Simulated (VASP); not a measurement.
Write the native input for VASP 6.6.1 that does the following.

- Task: single point
- Functional: r2SCAN
- Potentials or basis: VASP PAW PBE potentials, release 64 (S, Te, Sr_sv)
- Cutoff: 520 eV
- k mesh: 6 × 6 × 6
- Occupations: gaussian, width 0.01 eV
- Spin: no spin polarisation
- Dipole correction: no
- Further INCAR settings: ALGO = Normal; EDIFF = 1e-06; NBANDS = 24

The system is Sr2TeS.

```xyz
4
Lattice="2.2465 1.2970 7.4009 -2.2465 1.2970 7.4009 0.0000 -2.5941 7.4009" Properties=species:S:1:pos:R:3 pbc="T T T"
S     2.2465    1.2970    7.4009
Te    0.0000    0.0000   11.1014
Sr    0.0000    0.0000    5.7235
Sr    0.0000    0.0000   16.4793
```

The cell was built by a generator and needn't be a form met in nature.

These files were run (other wordings do the same):

POSCAR

```
Sr2TeS
1.0
    2.2465289737      1.2970341077      7.4009441662
   -2.2465289737      1.2970341077      7.4009441662
    0.0000000000     -2.5940682154      7.4009441662
S Te Sr
1 1 2
Direct
    1.0000000000      0.0000000000      0.0000000000
    0.5000000000      0.5000000000      0.5000000000
    0.2577830251      0.2577830251      0.2577830251
    0.7422169749      0.7422169749      0.7422169749
```

INCAR.step1

```
PREC     = Accurate       # precision mode
ENCUT    = 520            # plane-wave cutoff, eV
ISMEAR   = 0              # smearing method
SIGMA    = 0.01           # smearing width, eV
LREAL    = False          # projectors in reciprocal space
LASPH    = True           # aspherical terms in the spheres
NELM     = 100            # most SCF steps
NBANDS   = 24             # bands
GGA      = PE             # functional
ALGO     = Normal         # electronic algorithm
EDIFF    = 1E-4           # SCF threshold, eV
LWAVE    = True           # write WAVECAR
LCHARG   = False          # write CHGCAR
```

INCAR.step2

```
PREC     = Accurate       # precision mode
ENCUT    = 520            # plane-wave cutoff, eV
EDIFF    = 1E-6           # SCF threshold, eV
ISMEAR   = 0              # smearing method
SIGMA    = 0.01           # smearing width, eV
LREAL    = False          # projectors in reciprocal space
LASPH    = True           # aspherical terms in the spheres
NELM     = 100            # most SCF steps
ALGO     = Normal         # electronic algorithm
ISIF     = 2              # what is computed and relaxed
LWAVE    = False          # write WAVECAR
LCHARG   = True           # write CHGCAR
METAGGA  = R2SCAN         # meta-GGA
LMIXTAU  = True         
LELF     = True           # ELF
LVHAR    = True         
NBANDS   = 24             # bands
ISTART   = 1
```

KPOINTS

```
Automatic mesh
0
Gamma
  6 6 6
```

Potentials or basis: VASP PAW PBE potentials, release 64 (S, Te, Sr_sv).

The run is started by

```sh
$ cat potpaw_PBE.64/S/POTCAR potpaw_PBE.64/Te/POTCAR potpaw_PBE.64/Sr_sv/POTCAR > POTCAR
$ cp INCAR.step1 INCAR
$ mpirun -np 1 vasp_std > vasp.out
$ cp INCAR.step2 INCAR
$ mpirun -np 1 vasp_std > vasp.out
```

Results of the run:

| Property | Result |
| --- | --- |
| Pressure | 0.1 GPa |
| Largest force | 0.005 eV/Å |
| Band gap on the k mesh | 2.05 eV, indirect (least direct gap 2.68 eV) |

Caveat: the PAW data sets were made with another functional, which shifts forces and pressure a little; spin-orbit coupling is left out, which moves the levels of the heavy elements.

Run time: 10 min on 1 thread of Intel(R) Xeon(R) Platinum 8488C (Sapphire Rapids) (shared host), peak memory 0.59 GiB.
